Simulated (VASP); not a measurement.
Here is the system:

```
InPd
1.0
    3.25000     0.00000     0.00000
    0.00000     3.25000     0.00000
    0.00000     0.00000     3.25000
In Pd
1 1
Direct
  0.50000   0.50000   0.50000
  0.00000   0.00000   0.00000
```

Computed with optB86b-vdW, VASP's PBE PAW potentials (set 64) (plane waves; VASP 6.6.1). Settings: 520 eV cut-off, 10×10×10 Γ-centred mesh, first-order Methfessel-Paxton smearing of 0.10 eV, potentials In_d Pd.

Energy and stress use the plane-wave basis of the starting cell.

Q: The ions, cell shape and volume are relaxed. Predict the relaxed structure.

A: 
```
InPd
1.0
    3.27767     0.00000     0.00000
    0.00000     3.27767     0.00000
    0.00000     0.00000     3.27767
In Pd
1 1
Direct
  0.50000   0.50000   0.50000
  0.00000   0.00000   0.00000
```
Space group Pm-3m (221), at a tolerance of 0.03 Å.

Q: How do energy and volume change from the first to the last step?

A: The energy (σ→0) changes by -4.4 meV/atom and the volume by +2.6 %, in 3 ionic steps.

```csv
step,E(σ→0) (eV),max force (eV/Å),pressure (GPa),volume (Å³)
1,-2.8937,0.000,3.25,34.33
2,-2.8952,0.000,-2.69,36.09
3,-2.9026,0.000,-0.01,35.21
```

The compound is PdIn in the CsCl type structure. This run relaxes it. Symmetry was kept, so distortions that lower it aren't found. The electron count is odd and the run is not spin-polarised, which forces a metal.
